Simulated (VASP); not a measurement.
VASP runs on PtS$_{2}$ (1T layered) share one base input (PBE GGA, plane waves, VASP's PBE PAW potentials (set 64)) and change the settings named in each case.

**POSCAR**
```
PtS2
3.540
  0.5000000000  -0.8660254237   0.0000000000
  0.5000000000   0.8660254237   0.0000000000
  0.0000000000   0.0000000000   1.4237288136
Pt S
1 2
Cartesian
  0.0000000000   0.0000000000   0.0000000000
  0.5000000000   0.2886757186   0.3274576271
  0.5000000000  -0.2886757186   1.0962711864
```

### KPOINTS
```
Automatic mesh
0
Gamma
7 7 4
0 0 0
```

### INCAR
```
! general
SYSTEM   =  PtS2
PREC     =  Accurate
ENCUT    =  400
LREAL    =  .False.
LASPH    =  .True.

! electronic loop
EDIFF    =  1E-6
NELM     =  100
ALGO     =  Normal
LMAXMIX  =  6

! smearing
ISMEAR   =  0
SIGMA    =  0.05

! functional
GGA      =  PE

! ions
ISIF     =  2

! output
LWAVE    =  .False.
LCHARG   =  .False.
```

POTCAR, in this order: Pt S (PBE.64 set). Program: vasp_std.

| change | electronic steps |
|---|---|
| base run | 14 |
| ALGO = Fast | 14 |
| ALGO = VeryFast | 22 |
| ALGO = All | 15 |
| ALGO = Damped | 23 |
| ALGO = Conjugate | 15 |
 Unless said otherwise, spin-orbit coupling is left out, though it shifts the bands of the heavy elements here.

Left out are runs that ran out of time, are held back, or changed the cell or the kind of run, fixed moments of cells without a moment, rows past the twelfth, gaps on odd meshes, pressures of charged cells and columns that move by less than the noise.

The compound is PtS2 in the 1T layered structure. The cell was not relaxed at this level, forces remain on its atoms.
